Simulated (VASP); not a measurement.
Data:

```yaml
crystal:
  lattice:
    - [0.00000, 2.02692, 2.02692]
    - [2.02692, 0.00000, 2.02692]
    - [2.02692, 2.02692, 0.00000]
  atoms:
    - { symbol: Li, position: [0.00000, 0.00000, 0.00000] }
    - { symbol: H, position: [0.50000, 0.50000, 0.50000] }
```

Computed with PBEsol GGA, VASP's PBE PAW potentials (set 64) (plane waves; VASP 6.6.1). Run with 520 eV cut-off, 11×11×11 Γ-centred mesh, Gaussian smearing of 0.050 eV, potentials Li_sv H.

Task: Predict the energy per atom (σ→0), pressure.

Result: 
```
Item                            Value
---------------------  --------------
energy per atom (σ→0)  -3.058 eV/atom
pressure                    -2.03 GPa
```

The compound is LiH in the rock salt structure. This cell is one point of a volume scan, at 1.06 of the reference volume.
